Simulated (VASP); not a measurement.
Here is the system:

```
Pt3Ti
1.0
    3.92448     0.00000     0.00000
    0.00000     3.92448     0.00000
    0.00000     0.00000     3.92448
Ti Pt
1 3
Cartesian
  0.00000   0.00000   0.00000
  0.00000   1.96224   1.96224
  1.96224   0.00000   1.96224
  1.96224   1.96224   0.00000
```

Computed with r2SCAN meta-GGA, VASP's PBE PAW potentials (set 64) (plane waves; VASP 6.6.1). Run with 400 eV cut-off, 7×7×7 Γ-centred mesh, first-order Methfessel-Paxton smearing of 0.10 eV, potentials Ti_sv Pt.

Unless said otherwise, spin-orbit coupling is left out, though it shifts the bands of the heavy elements here.

Question: What does the run give for the energy per atom (σ→0), band gap (on the k-mesh) with the smallest direct gap where there is one?

Answer: 
| Quantity | Value |
|---|---|
| band gap (on the k-mesh) | none (metal, semimetal or under 0.01 eV) |
| energy per atom (σ→0) | -42.783 eV/atom |

Total energies compare only between runs with the same potentials, cut-off and functional.

The compound is Pt3Ti in the L1_2 structure. It was relaxed first. The start is the result of an earlier pass.
